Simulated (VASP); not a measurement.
An input for Quantum ESPRESSO's pw.x (written as the equivalent of a VASP run, and not itself run):

```
&CONTROL
  calculation = 'vc-relax'
  pseudo_dir = './pseudo'
  outdir = './out'
  tprnfor = .true.
  tstress = .true.
  nstep = 60
  forc_conv_thr = 0.00078
/
&SYSTEM
  ibrav = 0
  nat = 6
  ntyp = 2
  ecutwfc = 84
  occupations = 'smearing'
  smearing = 'gaussian'
  degauss = 0.003675
  input_dft = 'pz'
/
&ELECTRONS
  conv_thr = 7.3e-08
  electron_maxstep = 100
/
&IONS
/
&CELL
/
ATOMIC_SPECIES
  Mg 24.305 Mg.upf
  H 1.008 H.upf
CELL_PARAMETERS angstrom
     4.4269561   -0.0000000    0.0000000
     0.0000000    4.4269561    0.0000000
     0.0000000    0.0000000    2.9467365
ATOMIC_POSITIONS crystal
  Mg   0.0000000  0.0000000  0.0000000
  Mg   0.5000000  0.5000000  0.5000000
  H    0.3043412  0.3043412  0.0000000
  H    0.8043412  0.1956588  0.5000000
  H    0.1956588  0.8043412  0.5000000
  H    0.6956588  0.6956588  0.0000000
K_POINTS automatic
  5 5 7 0 0 0
```

Q: Write the VASP files for the same calculation (LDA).

A: Several could match; the one computed here: 
**INCAR**
```
SYSTEM  =  MgH2
PREC  =  Accurate; ENCUT  =  400; LREAL  =  F
LASPH  =  T
EDIFF  =  1E-6; NELM  =  100; ALGO  =  Normal
ISMEAR  =  0; SIGMA  =  0.05
IBRION  =  2; NSW  =  60; ISIF  =  3
EDIFFG  =  -0.02
LWAVE  =  F; LCHARG  =  F
```

File KPOINTS:
```
Regular mesh
0
Gamma
5 5 7
```

### POSCAR
```
MgH2
1
    4.4269561427    -0.0000000000     0.0000000000
    0.0000000000     4.4269561427     0.0000000000
    0.0000000000     0.0000000000     2.9467365211
Mg H
2 4
Direct
  0.0000000000   0.0000000000   0.0000000000
  0.5000000000   0.5000000000   0.5000000000
  0.3043412047   0.3043412047   0.0000000000
  0.8043412047   0.1956587953   0.5000000000
  0.1956587953   0.8043412047   0.5000000000
  0.6956587953   0.6956587953   0.0000000000
```

POTCAR, in this order: Mg H (LDA.64 set). Program: vasp_std.

Limits of the translation: the potentials are each code's own (VASP's PAW set, PseudoDojo norm-conserving files in pw.x), so ENCUT and ecutwfc are chosen apart and not converted; conv_thr bounds pw.x's estimated SCF error, while EDIFF bounds the energy change between steps; forc_conv_thr acts on force components and is met together with etot_conv_thr.

The compound is MgH2 in the rutile structure. This run relaxes it. Symmetry was kept, so distortions that lower it aren't found. The start is the result of an earlier pass.
